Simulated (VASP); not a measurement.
Output of a VASP run:

OSZICAR:
```
       N       E                     dE             d eps       ncg     rms          rms(c)
DAV:   1    -0.604449121262E+03   -0.60445E+03   -0.17691E+01   868   0.853E+00    0.492E+01
DAV:   2    -0.604587186002E+03   -0.13806E+00   -0.47400E-01   826   0.166E+00    0.340E+01
DAV:   3    -0.604571985850E+03    0.15200E-01   -0.46318E-02   824   0.551E-01    0.210E+01
DAV:   4    -0.604564966183E+03    0.70197E-02   -0.74594E-03   832   0.200E-01    0.125E+01
DAV:   5    -0.604562196918E+03    0.27693E-02   -0.16068E-03   812   0.969E-02    0.730E+00
DAV:   6    -0.604561313878E+03    0.88304E-03   -0.71631E-04   824   0.688E-02    0.423E+00
DAV:   7    -0.604561017743E+03    0.29614E-03   -0.14811E-04   858   0.367E-02    0.244E+00
DAV:   8    -0.604560923344E+03    0.94399E-04   -0.78605E-05   816   0.251E-02    0.139E+00
DAV:   9    -0.604560895388E+03    0.27956E-04   -0.18748E-05   548   0.124E-02    0.806E-01
DAV:  10    -0.604560887252E+03    0.81359E-05   -0.69381E-06   450   0.833E-03
   1 F= -.60456089E+03 E0= -.60456089E+03  d E =-.373414E-16  mag=     3.0000
```

### OUTCAR
```
------------------------ aborting loop because EDIFF is reached ----------------------------------------
  volume of cell :      764.49
      direct lattice vectors                 reciprocal lattice vectors
     4.693267657 -8.128978018  0.000000000     0.106535582 -0.061508347  0.000000000
     4.693267657  8.128978018  0.000000000     0.106535582  0.061508347  0.000000000
     0.000000000  0.000000000 10.019202616     0.000000000  0.000000000  0.099808342
  FREE ENERGIE OF THE ION-ELECTRON SYSTEM (eV)
  ---------------------------------------------------
  free  energy   TOTEN  =      -604.5608872521 eV

  energy  without entropy=     -604.5608872521  energy(sigma->0) =     -604.56088725

  exchange ACFDT corr.  =         0.00000000  see jH, gK, PRB 81, 115126

 total charge

# of ion       s       p       d       tot
------------------------------------------
    1        0.416   0.449   0.000   0.866
    2        0.417   0.450   0.000   0.867
    3        0.417   0.454   0.000   0.871
    4        0.421   0.459   0.000   0.880
    5        0.415   0.448   0.000   0.864
    6        0.416   0.449   0.000   0.864
    7        0.416   0.447   0.000   0.862
    8        0.417   0.443   0.000   0.861
    9        0.415   0.447   0.000   0.862
   10        0.416   0.450   0.000   0.866
   11        0.416   0.450   0.000   0.866
   12        0.421   0.459   0.000   0.880
   13        0.416   0.449   0.000   0.866
   14        0.412   0.439   0.000   0.851
   15        0.417   0.454   0.000   0.871
   16        0.411   0.440   0.000   0.851
   17        0.416   0.450   0.000   0.866
   18        0.418   0.457   0.000   0.875
   19        0.414   0.442   0.000   0.856
   20        0.415   0.446   0.000   0.862
   21        0.416   0.450   0.000   0.866
   22        0.416   0.447   0.000   0.863
   23        0.421   0.459   0.000   0.880
   24        0.416   0.445   0.000   0.861
   25        0.417   0.450   0.000   0.867
   26        0.417   0.450   0.000   0.867
   27        0.421   0.459   0.000   0.880
   28        0.416   0.448   0.000   0.864
   29        0.416   0.450   0.000   0.866
   30        0.416   0.447   0.000   0.863
   31        0.414   0.442   0.000   0.856
   32        0.415   0.446   0.000   0.862
   33        0.416   0.447   0.000   0.863
   34        0.416   0.447   0.000   0.863
   35        0.415   0.444   0.000   0.859
   36        1.269   2.459   0.000   3.728
   37        1.238   2.592   0.000   3.830
   38        1.239   2.587   0.000   3.826
   39        1.238   2.597   0.000   3.835
   40        1.240   2.587   0.000   3.828
   41        1.237   2.591   0.000   3.829
   42        1.238   2.591   0.000   3.829
   43        1.239   2.588   0.000   3.828
   44        1.238   2.594   0.000   3.832
   45        1.238   2.592   0.000   3.829
   46        1.238   2.594   0.000   3.832
   47        1.238   2.596   0.000   3.834
   48        1.268   2.459   0.000   3.727
   49        1.238   2.585   0.000   3.823
   50        1.239   2.587   0.000   3.826
   51        1.267   2.471   0.000   3.738
   52        1.238   2.592   0.000   3.831
...
```
(Selected blocks of OUTCAR.)

**POSCAR**
```
Al35N35O
1
    4.6932676572    -8.1289780179     0.0000000000
    4.6932676572     8.1289780179     0.0000000000
    0.0000000000     0.0000000000    10.0192026156
Al N O
35 35 1
Direct
  0.2233647783   0.1121824737   0.2496809563
  0.1106372992   0.2223971964   0.9997267854
  0.2193694820   0.1091928990   0.7494290117
  0.1124649974   0.2253498846   0.5027281873
  0.2220489994   0.4440578696   0.2493646321
  0.1111654201   0.5556918887   0.0003358123
  0.2228947595   0.4449481505   0.7503297994
  0.1110786969   0.5555158259   0.5000621980
  0.2223528080   0.7782358919   0.2497819976
  0.1105840756   0.8883482044   0.9999460945
  0.2219441195   0.7771993688   0.7510120410
  0.1113249523   0.8870929455   0.5018380409
  0.5551701912   0.1121189452   0.2497868989
  0.4442698971   0.2219861586   0.9980270560
  0.5563191160   0.1090867841   0.7494743871
  0.5561494119   0.4457670294   0.2485504188
  0.4444799348   0.5564409424   0.0007656677
  0.5560287551   0.4453216204   0.7509684217
  0.4452250582   0.5574206840   0.4992060008
  0.5555845833   0.7792551771   0.2506144399
  0.4443276128   0.8884032954   0.9999882199
  0.5559695857   0.7773628228   0.7499907470
  0.4423609583   0.8871107392   0.5018629013
  0.8891801316   0.1119950076   0.2497906735
  0.7782682554   0.2224061326   0.9997695802
  0.8888400256   0.1110338762   0.7509387492
  0.7793694930   0.2253803940   0.5027575429
  0.8886621348   0.4441273247   0.2494101556
  0.7785860537   0.5564008912   0.0008484976
  0.8887396824   0.4448983290   0.7503508126
  0.7788288268   0.5574154283   0.4992758002
  0.8901917398   0.7792048970   0.2506191131
  0.7777218279   0.8888795739   0.0006347822
  0.8880257796   0.7774133343   0.7499974876
  0.7782428226   0.8899110693   0.4997076284
  0.1976720519   0.0992721306   0.4363167220
  0.1110823394   0.2228006904   0.1902530376
  0.2203829991   0.1102179851   0.9424396703
  0.1106997050   0.2230082355   0.6927785534
  0.2242964723   0.4452864566   0.4411085879
  0.1110825312   0.5555471408   0.1915729516
  0.2226433993   0.4451060860   0.9413717847
  0.1109251785   0.5552213223   0.6914144824
  0.2216835733   0.7768742811   0.4415148642
  0.1115434138   0.8889982044   0.1905506891
  0.2219514877   0.7774154068   0.9417770824
  0.1099291405   0.8869694154   0.6923131325
  0.5679791437   0.0993485854   0.4364635994
  0.4454282349   0.2244388701   0.1921750020
  0.5563878985   0.1102956069   0.9424746815
  0.4436617336   0.2207204489   0.7148821558
  0.4444888004   0.5563043744   0.1919628473
  0.5565119447   0.4463627554   0.9429966014
  0.4453295842   0.5548422782   0.6893711807
  0.5554801869   0.7780455229   0.4418033166
  0.4439802681   0.8890802120   0.1906060756
  0.5558356535   0.7776695051   0.9412722441
  0.4436448779   0.8869686952   0.6923520253
  0.8895353986   0.1125684727   0.4413631606
  0.7781868197   0.2228790124   0.1903541061
  0.8886338708   0.1107515682   0.9417250210
  0.7789186637   0.2230061650   0.6927846994
  0.8876182485   0.4452473609   0.4411165844
  0.7783944087   0.5562639889   0.1920457541
  0.8891146250   0.4451034352   0.9413768858
  0.7762133788   0.5548564427   0.6893913863
  0.8891819328   0.7780917596   0.4417891827
  0.7779110218   0.8892696022   0.1919965768
  0.8884275432   0.7776508125   0.9412735488
  0.7780256441   0.8893926480   0.6912187648
  0.5714805603   0.4762184668   0.4310805022
```

Question: Reconstruct the remaining input files.

Answer: One answer among several that fit: the input of the run itself, HSE06 screened hybrid, plane waves, VASP's PBE PAW potentials (set 64).

INCAR:
```
SYSTEM=Al35N35O
PREC=Normal; ENCUT=400; LREAL=Auto
LASPH=.True.; ISYM=0; NELECT=287.0
EDIFF=1E-5; NELM=50; NELMIN=4
ALGO=Normal
ISMEAR=0; SIGMA=0.05
GGA=PE; LHFCALC=.True.; AEXX=0.25
HFSCREEN=0.2; PRECFOCK=Fast
ISPIN=2; MAGMOM=71*0.0423; NUPDOWN=3
ISIF=0
LWAVE=.False.; LCHARG=.False.; LORBIT=10
```

File KPOINTS:
```
Automatic mesh
0
Gamma
1 1 1
0 0 0
```

POTCAR, in this order: Al N O (PBE.64 set). Program: vasp_gam. Read from the step before: WAVECAR.

The cell is charged, with a uniform compensating background. The supercell is sampled at Γ alone, which is coarse: total energies, pressure and levels can be off, energies of defects by several tenths of an eV.

The cell is a supercell with a defect, built from AlN (wurtzite): O_N-vac_Al, charge -1. The cell's shape comes from a PBE relaxation.
